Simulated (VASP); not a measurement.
# Band gap of WS2 (Tungstenite) at several levels of theory, part 2 of 3

Aim: the gap of WS2 (Tungstenite) on one structure at many levels of theory. The starting structure is a measured crystal structure from the Crystallography Open Database. The atoms were first relaxed with LDA in that cell, in a run that isn't shown, and the relaxed structure is the one below. Meshes and data sets differ where the inputs say so.

VASP 6.6.1.

Results so far: LDA 0.950 eV; PBE 1.039 eV.

### Step 4. Bands with r2SCAN

Level of this step: r2SCAN; plane waves and PAW (W, S) (VASP).

r2SCAN adds the kinetic-energy density, costs more than a GGA and is run with LASPH.

The input, INCAR:

```
SYSTEM = WS2
PREC = Accurate
ENCUT = 350
EDIFF = 1E-06
NELM = 100
ISMEAR = 0
SIGMA = 0.03
LREAL = .FALSE.
ALGO = Normal
METAGGA = R2SCAN
LASPH = .TRUE.
NBANDS = 34
LORBIT = 11
LWAVE = .FALSE.
LCHARG = .FALSE.
KPAR = 16
```

The input, POSCAR:

```
WS2
1.0
    3.1532000000      0.0000000000      0.0000000000
   -1.5766000000      2.7307513032      0.0000000000
    0.0000000000      0.0000000000     12.3230000000
W S
2 4
Direct
    0.6666666667      0.3333333333      0.7500000000
    0.3333333333      0.6666666667      0.2500000000
    0.6666666667      0.3333333333      0.3760628225
    0.3333333333      0.6666666667      0.8760628225
    0.6666666667      0.3333333333      0.1239371775
    0.3333333333      0.6666666667      0.6239371775
```

The input, KPOINTS:

```
Automatic mesh
0
Gamma
9 9 2
0 0 0
```

The input, KPOINTS_OPT:

```
Line mode
8
Line-mode
Reciprocal
  0.00000000   0.00000000   0.00000000 GAMMA
  0.50000000   0.00000000   0.00000000 M

  0.50000000   0.00000000   0.00000000 M
  0.33333333   0.33333333   0.00000000 K

  0.33333333   0.33333333   0.00000000 K
  0.00000000   0.00000000   0.00000000 GAMMA

  0.00000000   0.00000000   0.00000000 GAMMA
  0.00000000   0.00000000   0.50000000 A

  0.00000000   0.00000000   0.50000000 A
  0.50000000   0.00000000   0.50000000 L

  0.50000000   0.00000000   0.50000000 L
  0.33333333   0.33333333   0.50000000 H

  0.33333333   0.33333333   0.50000000 H
  0.00000000   0.00000000   0.50000000 A

  0.50000000   0.00000000   0.50000000 L
  0.50000000   0.00000000   0.00000000 M

  0.33333333   0.33333333   0.00000000 K
  0.33333333   0.33333333   0.50000000 H
```

The projector-augmented-wave data sets are W and S (PBE family, release 64).

Command:

```console
> mpirun -np 16 vasp_std
```

The program printed:

```text
[banner, memory and clock lines left out]
running   16 mpi-ranks, on    1 nodes
[...]
[... a notice as in an earlier step ...]

|                                                                             |
|               ----> ADVICE to this user running VASP <----                  |
|                                                                             |
|     You enforced a specific xc type in the INCAR file but a different       |
|     [... a line on the potential file left out ...]
|     I HOPE YOU KNOW WHAT YOU ARE DOING!                                     |
|                                                                             |

 LDA part: xc-table for (None), standard interpolation
 POSCAR, INCAR and KPOINTS ok, starting setup
[...]
entering main loop
       N       E                     dE             d eps       ncg     rms          rms(c)
DAV:   1     0.282600347124E+02    0.28260E+02   -0.12692E+04  1632   0.703E+02
DAV:   2    -0.136861534332E+03   -0.16512E+03   -0.15606E+03  2030   0.191E+02
[...]
DAV:  14    -0.140290065915E+03    0.10380E-05   -0.73125E-06  2100   0.123E-02    0.298E-02
DAV:  15    -0.140290066580E+03   -0.66502E-06   -0.32013E-07  1178   0.300E-03
   1 F= -.14029007E+03 E0= -.14029007E+03  d E =-.615250E-17
 Start KPOINTS_OPT (optional k-point list driver)
k-point batch [1-24\72]
       N       E                     dE             ncg
DAV:   1     0.420893553864E+04   -0.14780E+05     1632
DAV:   2     0.150627365935E+03   -0.40583E+04     2036
DAV:   3    -0.802651336581E+02   -0.23089E+03     2062
DAV:   4    -0.832227982701E+02   -0.29577E+01     2080
DAV:   5    -0.832746650467E+02   -0.51867E-01     2150
DAV:   6    -0.832758107532E+02   -0.11457E-02     2110
DAV:   7    -0.832758396559E+02   -0.28903E-04     2174
DAV:   8    -0.832758404117E+02   -0.75584E-06     1484
[...]
k-point batch [49-72\72]
       N       E                     dE             ncg
DAV:   1     0.400656938494E+04   -0.19941E+05     1632
DAV:   2     0.770062075394E+02   -0.39296E+04     2014
DAV:   3    -0.146182741759E+03   -0.22319E+03     2058
DAV:   4    -0.148872849840E+03   -0.26901E+01     2078
DAV:   5    -0.148915598214E+03   -0.42748E-01     2086
DAV:   6    -0.148916497179E+03   -0.89897E-03     2086
DAV:   7    -0.148916520552E+03   -0.23373E-04     2118
DAV:   8    -0.148916521172E+03   -0.61950E-06     1454
```

It took 90 s on 16 MPI ranks of Intel Xeon Platinum 8375C at 2.90GHz (Ice Lake), shared host; peak memory 3.5 GiB; 16 min of CPU time.

From OUTCAR (step 4):

```text
  Total        2.1439807      2.1439807      2.5541555      0.0000000      0.0000000      0.0000000
  in kB       32.3728798     32.3728798     38.5662839      0.0000000      0.0000000      0.0000000
  external PRESSURE =      34.4373478 kB  Pullay stress =       0.0000000 kB

 POSITION                                       TOTAL-FORCE (eV/Angst)
 -----------------------------------------------------------------------------------
      1.57660      0.91025      9.24225        -0.000000      0.000000     -0.000000
     -0.00000      1.82050      3.08075         0.000000     -0.000000     -0.000000
      1.57660      0.91025      4.63422         0.000000      0.000000      0.186697
     -0.00000      1.82050     10.79572        -0.000000     -0.000000      0.186697
      1.57660      0.91025      1.52728        -0.000000     -0.000000     -0.186697
     -0.00000      1.82050      7.68878         0.000000     -0.000000     -0.186697
 -----------------------------------------------------------------------------------
    total drift:                               -0.000000      0.000000     -0.000000

  FREE ENERGIE OF THE ION-ELECTRON SYSTEM (eV)
  ---------------------------------------------------
  free  energy   TOTEN  =      -140.2900665798 eV

  energy  without entropy=     -140.2900665798  energy(sigma->0) =     -140.29006658

[... 2 parts as in an earlier step ...]

[... 1 further part left out ...]
[key lines of the parts left out:]
E-fermi :   6.4689
```

r2SCAN gives a least gap of 1.141 eV, and a least direct gap of 1.929 eV. The least gap is +0.192 eV from that of LDA.

### Step 5. Bands with TB-mBJ

TB-mBJ is a local potential fitted to gaps: it costs far less than a hybrid but gives no energy. Its energies, forces and stress mean nothing.

INCAR, as its differences from that of step 4:

```diff
@@ -4,3 +4,3 @@
 EDIFF = 1E-06
-NELM = 100
+NELM = 150
 ISMEAR = 0
@@ -9,3 +9,3 @@
 ALGO = Normal
-METAGGA = R2SCAN
+METAGGA = MBJ
 LASPH = .TRUE.
```

POSCAR is that of step 4.

KPOINTS is that of step 4.

KPOINTS_OPT is that of step 4.

Command:

```console
> mpirun -np 16 vasp_std
```

The program printed:

```text
[banner, memory and clock lines left out]
running   16 mpi-ranks, on    1 nodes
[...]
[... a notice as in an earlier step ...]

 [... a notice as in an earlier step ...]

 LDA part: xc-table for (None), standard interpolation
 POSCAR, INCAR and KPOINTS ok, starting setup
[...]
entering main loop
       N       E                     dE             d eps       ncg     rms          rms(c)
DAV:   1     0.193750121433E+04    0.19375E+04   -0.12269E+04  1632   0.682E+02
DAV:   2     0.177585632564E+04   -0.16164E+03   -0.15334E+03  2008   0.187E+02
DAV:   3     0.176640178532E+04   -0.94545E+01   -0.93260E+01  2168   0.438E+01
DAV:   4     0.176629756568E+04   -0.10422E+00   -0.10410E+00  2056   0.504E+00
[...]
DAV:  68     0.177974447448E+04    0.10109E-03   -0.31300E-06  1630   0.996E-03    0.173E-02
DAV:  69     0.177974484713E+04    0.37264E-03   -0.13034E-06  1372   0.811E-03    0.107E-02
DAV:  70     0.177974484617E+04   -0.96034E-06   -0.67030E-07  1124   0.579E-03
   1 F= 0.17797448E+04 E0= 0.17797448E+04  d E =-.347217E-14
 Start KPOINTS_OPT (optional k-point list driver)
k-point batch [1-24\72]
       N       E                     dE             ncg
DAV:   1     0.441364506117E+04   -0.14575E+05     1632
DAV:   2     0.442829312135E+03   -0.39708E+04     2034
DAV:   3     0.228785247994E+03   -0.21404E+03     2078
DAV:   4     0.226526618907E+03   -0.22586E+01     2040
DAV:   5     0.226496034302E+03   -0.30585E-01     2134
DAV:   6     0.226495447616E+03   -0.58669E-03     2152
DAV:   7     0.226495435659E+03   -0.11957E-04     2110
DAV:   8     0.226495435385E+03   -0.27462E-06     1486
[...]
k-point batch [49-72\72]
       N       E                     dE             ncg
DAV:   1     0.421381429887E+04   -0.19734E+05     1632
DAV:   2     0.370725739009E+03   -0.38431E+04     1998
DAV:   3     0.163613202264E+03   -0.20711E+03     2080
DAV:   4     0.161550149586E+03   -0.20631E+01     2048
DAV:   5     0.161523899583E+03   -0.26250E-01     2048
DAV:   6     0.161523443902E+03   -0.45568E-03     2144
DAV:   7     0.161523433877E+03   -0.10025E-04     2046
DAV:   8     0.161523433652E+03   -0.22488E-06     1432
```

The job ended after 2.5 min (16 MPI ranks; peak memory 3.9 GiB; 27 min of CPU time).

Parts of OUTCAR (step 5):

```text
  Total       56.4288406     56.4288406     47.5656606      0.0000000      0.0000000      0.0000000
  in kB      852.0431588    852.0431588    718.2142198      0.0000000      0.0000000      0.0000000
  external PRESSURE =     807.4335124 kB  Pullay stress =       0.0000000 kB

 POSITION                                       TOTAL-FORCE (eV/Angst)
 -----------------------------------------------------------------------------------
      1.57660      0.91025      9.24225         0.000000     -0.000000     -0.000000
     -0.00000      1.82050      3.08075        -0.000000      0.000000     -0.000000
      1.57660      0.91025      4.63422        -0.000000      0.000000     -0.876047
     -0.00000      1.82050     10.79572         0.000000     -0.000000     -0.876047
      1.57660      0.91025      1.52728        -0.000000      0.000000      0.876047
     -0.00000      1.82050      7.68878         0.000000     -0.000000      0.876047
 -----------------------------------------------------------------------------------
    total drift:                               -0.000000      0.000000     -0.000000

  FREE ENERGIE OF THE ION-ELECTRON SYSTEM (eV)
  ---------------------------------------------------
  free  energy   TOTEN  =      1779.7448461684 eV

  energy  without entropy=     1779.7448461684  energy(sigma->0) =     1779.74484617

[... 2 parts as in an earlier step ...]

[... 1 further part left out ...]
[key lines of the parts left out:]
E-fermi :   6.6528
```

TB-mBJ gives a least gap of 1.303 eV, and a least direct gap of 1.934 eV. The least gap is +0.353 eV from that of LDA.

### Step 6. Bands with LDA + spin-orbit coupling

Spin-orbit coupling is switched on in this step.

The input, INCAR:

```
SYSTEM = WS2
PREC = Accurate
ENCUT = 350
EDIFF = 1E-06
NELM = 100
ISMEAR = 0
SIGMA = 0.03
LREAL = .FALSE.
ALGO = Normal
GGA = CA
LNONCOLLINEAR = .TRUE.
MAGMOM = 0 0 0 0 0 0 0 0 0 0 0 0 0 0 0 0 0 0
NBANDS = 48
GGA_COMPAT = .FALSE.
LASPH = .TRUE.
LSORBIT = .TRUE.
LMAXMIX = 4
LORBIT = 11
LWAVE = .FALSE.
LCHARG = .FALSE.
KPAR = 16
```

POSCAR is that of step 5.

KPOINTS is that of step 5.

KPOINTS_OPT is that of step 5.

PAW data sets: W and S (LDA family, release 64).

Command:

```console
> mpirun -np 16 vasp_ncl
```

The program printed:

```text
[banner, memory and clock lines left out]
running   16 mpi-ranks, on    1 nodes
[...]
[... a notice as in an earlier step ...]

 LDA part: xc-table for (Slater(with rela. corr.)+CA(PZ))
 , standard interpolation
 POSCAR, INCAR and KPOINTS ok, starting setup
[...]
entering main loop
       N       E                     dE             d eps       ncg     rms          rms(c)
DAV:   1     0.138491980189E+03    0.13849E+03   -0.12836E+04  2304   0.969E+02
DAV:   2    -0.433917757646E+02   -0.18188E+03   -0.17449E+03  3040   0.229E+02
DAV:   3    -0.554016724923E+02   -0.12010E+02   -0.11887E+02  2928   0.605E+01
DAV:   4    -0.557068769884E+02   -0.30520E+00   -0.30371E+00  3256   0.100E+01
[...]
DAV:  14    -0.529822643216E+02    0.14336E-05   -0.36137E-06  2944   0.914E-03    0.405E-02
DAV:  15    -0.529822632216E+02    0.11000E-05   -0.28675E-06  2632   0.749E-03    0.129E-02
DAV:  16    -0.529822630872E+02    0.13441E-06   -0.27223E-07  1664   0.300E-03
   1 F= -.52982263E+02 E0= -.52982263E+02  d E =-.572667E-18  mag=    -0.0000    -0.0000     0.0000
 Start KPOINTS_OPT (optional k-point list driver)
k-point batch [1-24\72]
       N       E                     dE             ncg
DAV:   1     0.477419229004E+04   -0.13509E+05     2312
DAV:   2     0.498829956570E+03   -0.42754E+04     3056
DAV:   3     0.215375589963E+03   -0.28345E+03     2880
DAV:   4     0.206997556462E+03   -0.83780E+01     3296
DAV:   5     0.206815511741E+03   -0.18204E+00     2968
DAV:   6     0.206809932305E+03   -0.55794E-02     3376
DAV:   7     0.206809778655E+03   -0.15365E-03     2968
DAV:   8     0.206809772204E+03   -0.64507E-05     2680
DAV:   9     0.206809771874E+03   -0.32992E-06     2056
[...]
k-point batch [49-72\72]
       N       E                     dE             ncg
DAV:   1     0.454718363240E+04   -0.19000E+05     2304
DAV:   2     0.421932214953E+03   -0.41253E+04     3016
DAV:   3     0.152589624395E+03   -0.26934E+03     2864
DAV:   4     0.145200179364E+03   -0.73894E+01     3208
DAV:   5     0.145067744924E+03   -0.13243E+00     2888
DAV:   6     0.145063075441E+03   -0.46695E-02     3248
DAV:   7     0.145062933933E+03   -0.14151E-03     2952
DAV:   8     0.145062927799E+03   -0.61338E-05     2648
DAV:   9     0.145062927434E+03   -0.36500E-06     2064
```

It took 1.7 min on 16 MPI ranks; peak memory 6.1 GiB.

From OUTCAR (step 6):

```text
  Total       -2.0543421     -2.0543421     -0.6294442     -0.0000000      0.0000000      0.0000000
  in kB      -31.0193891    -31.0193891     -9.5042466     -0.0000000      0.0000000      0.0000000
  external PRESSURE =     -23.8476749 kB  Pullay stress =       0.0000000 kB

 POSITION                                       TOTAL-FORCE (eV/Angst)
 -----------------------------------------------------------------------------------
      1.57660      0.91025      9.24225         0.000000     -0.000000      0.000000
     -0.00000      1.82050      3.08075        -0.000000     -0.000000      0.000000
      1.57660      0.91025      4.63422        -0.000000      0.000000     -0.003992
     -0.00000      1.82050     10.79572         0.000000     -0.000000     -0.003992
      1.57660      0.91025      1.52728         0.000000      0.000000      0.003992
     -0.00000      1.82050      7.68878         0.000000     -0.000000      0.003992
 -----------------------------------------------------------------------------------
    total drift:                               -0.000000      0.000000     -0.000000

  FREE ENERGIE OF THE ION-ELECTRON SYSTEM (eV)
  ---------------------------------------------------
  free  energy   TOTEN  =       -52.9822630872 eV

  energy  without entropy=      -52.9822630872  energy(sigma->0) =      -52.98226309

 magnetization (x)
# of ion       s       p       d       tot
------------------------------------------
    1       -0.000  -0.000   0.000   0.000
    2        0.000  -0.000  -0.000  -0.000
    3       -0.000   0.000   0.000   0.000
    4        0.000  -0.000   0.000  -0.000
    5        0.000  -0.000   0.000  -0.000
    6       -0.000   0.000   0.000   0.000
--------------------------------------------------
tot          0.000  -0.000  -0.000  -0.000

 magnetization (y)
# of ion       s       p       d       tot
------------------------------------------
    1       -0.000   0.000   0.000   0.000
    2        0.000   0.000   0.000   0.000
    3        0.000   0.000   0.000   0.000
    4        0.000   0.000   0.000   0.000
    5        0.000   0.000   0.000   0.000
    6        0.000   0.000   0.000   0.000
--------------------------------------------------
tot          0.000   0.000   0.000   0.000

 magnetization (z)
# of ion       s       p       d       tot
------------------------------------------
    1        0.000   0.000   0.000   0.000
    2        0.000   0.000   0.000   0.000
    3        0.000   0.000   0.000   0.000
    4        0.000   0.000   0.000   0.000
    5        0.000   0.000   0.000   0.000
    6        0.000   0.000   0.000   0.000
--------------------------------------------------
tot          0.000   0.000   0.000   0.000

[... 1 part as in an earlier step ...]

[... 2 further parts left out ...]
[key lines of the parts left out:]
E-fermi :   6.5116
```

LDA + spin-orbit coupling gives a least gap of 0.901 eV, and a least direct gap of 1.591 eV. The least gap is -0.048 eV from that of LDA.

### Step 7. Bands with r2SCAN + spin-orbit coupling

INCAR, as its differences from that of step 6:

```diff
@@ -9,3 +9,4 @@
 ALGO = Normal
-GGA = CA
+METAGGA = R2SCAN
+LASPH = .TRUE.
 LNONCOLLINEAR = .TRUE.
@@ -14,3 +15,2 @@
 GGA_COMPAT = .FALSE.
-LASPH = .TRUE.
 LSORBIT = .TRUE.
```

POSCAR is that of step 6.

KPOINTS is that of step 6.

KPOINTS_OPT is that of step 6.

Potentials, in the order of the species: W and S (PBE family, release 64).

Command:

```console
> mpirun -np 16 vasp_ncl
```

The program printed:

```text
[... set-up lines as in an earlier step ...]
 entering main loop
       N       E                     dE             d eps       ncg     rms          rms(c)
DAV:   1     0.562825757780E+02    0.56283E+02   -0.13226E+04  2304   0.100E+03
DAV:   2    -0.133789951342E+03   -0.19007E+03   -0.18218E+03  3064   0.250E+02
DAV:   3    -0.146867332380E+03   -0.13077E+02   -0.12927E+02  2952   0.677E+01
DAV:   4    -0.147232485528E+03   -0.36515E+00   -0.36356E+00  3304   0.120E+01
[...]
DAV:  14    -0.140598120527E+03   -0.21065E-05   -0.46417E-06  2904   0.141E-02    0.462E-02
DAV:  15    -0.140598119074E+03    0.14538E-05   -0.23198E-06  2448   0.900E-03    0.153E-02
DAV:  16    -0.140598118507E+03    0.56645E-06   -0.78062E-07  1680   0.508E-03
   1 F= -.14059812E+03 E0= -.14059812E+03  d E =-.377514E-18  mag=    -0.0000     0.0000     0.0000
 Start KPOINTS_OPT (optional k-point list driver)
k-point batch [1-24\72]
       N       E                     dE             ncg
DAV:   1     0.480032532558E+04   -0.13482E+05     2312
DAV:   2     0.232953094176E+03   -0.45674E+04     3040
DAV:   3    -0.785822587460E+02   -0.31154E+03     2888
DAV:   4    -0.881091392997E+02   -0.95269E+01     3264
DAV:   5    -0.883119169720E+02   -0.20278E+00     2984
DAV:   6    -0.883184377806E+02   -0.65208E-02     3344
DAV:   7    -0.883186178238E+02   -0.18004E-03     3008
DAV:   8    -0.883186253357E+02   -0.75119E-05     2664
DAV:   9    -0.883186257130E+02   -0.37728E-06     2112
[...]
k-point batch [49-72\72]
       N       E                     dE             ncg
DAV:   1     0.455180607820E+04   -0.18996E+05     2304
DAV:   2     0.144641702838E+03   -0.44072E+04     3008
DAV:   3    -0.146567018179E+03   -0.29121E+03     2904
DAV:   4    -0.154200766721E+03   -0.76337E+01     3176
DAV:   5    -0.154368314408E+03   -0.16755E+00     2928
DAV:   6    -0.154373702823E+03   -0.53884E-02     3224
DAV:   7    -0.154373853289E+03   -0.15047E-03     2936
DAV:   8    -0.154373859790E+03   -0.65007E-05     2584
DAV:   9    -0.154373860161E+03   -0.37106E-06     2080
```

Elapsed: 6.5 min, on 16 MPI ranks; peak memory 7 GiB; 69 min of CPU time.

Parts of OUTCAR (step 7):

```text
  Total        2.1020249      2.1020249      2.5309384     -0.0000000     -0.0000000      0.0000000
  in kB       31.7393718     31.7393718     38.2157196     -0.0000000     -0.0000000      0.0000000
  external PRESSURE =      33.8981544 kB  Pullay stress =       0.0000000 kB

 POSITION                                       TOTAL-FORCE (eV/Angst)
 -----------------------------------------------------------------------------------
      1.57660      0.91025      9.24225        -0.000000      0.000000     -0.000000
     -0.00000      1.82050      3.08075         0.000000     -0.000000     -0.000000
      1.57660      0.91025      4.63422        -0.000000      0.000000      0.185031
     -0.00000      1.82050     10.79572         0.000000     -0.000000      0.185031
      1.57660      0.91025      1.52728        -0.000000     -0.000000     -0.185031
     -0.00000      1.82050      7.68878         0.000000     -0.000000     -0.185031
 -----------------------------------------------------------------------------------
    total drift:                               -0.000000      0.000000     -0.000000

  FREE ENERGIE OF THE ION-ELECTRON SYSTEM (eV)
  ---------------------------------------------------
  free  energy   TOTEN  =      -140.5981185072 eV

  energy  without entropy=     -140.5981185072  energy(sigma->0) =     -140.59811851

 magnetization (x)
# of ion       s       p       d       tot
------------------------------------------
    1       -0.000   0.000   0.000  -0.000
    2       -0.000   0.000   0.000  -0.000
    3        0.000   0.000   0.000   0.000
    4       -0.000   0.000   0.000  -0.000
    5       -0.000   0.000   0.000  -0.000
    6        0.000   0.000   0.000   0.000
--------------------------------------------------
tot          0.000   0.000   0.000   0.000

 magnetization (y)
# of ion       s       p       d       tot
------------------------------------------
    1        0.000  -0.000   0.000   0.000
    2        0.000  -0.000  -0.000  -0.000
    3       -0.000   0.000   0.000  -0.000
    4        0.000   0.000   0.000   0.000
    5        0.000   0.000   0.000   0.000
    6       -0.000   0.000   0.000  -0.000
--------------------------------------------------
tot         -0.000  -0.000  -0.000  -0.000

[... 3 parts as in an earlier step ...]

[... 1 further part left out ...]
[key lines of the parts left out:]
E-fermi :   6.4855
```

r2SCAN + spin-orbit coupling gives a least gap of 1.091 eV, and a least direct gap of 1.736 eV. The least gap is -0.050 eV from that of r2SCAN.

[end of part 2 of 3]

[Lines on the potential files, build, host, timing and source positions are cut from VASP's logs without a mark.]

[Logs are printed without paths, hosts, clocks, repeated set-up lines and the standing remarks that a program may print on its own settings, such as how far it seeks lower states.]

[Hosts, paths, dates, database ids (printed as entryN), source tags and the programs' standing remarks are cut or masked in the printed files.]
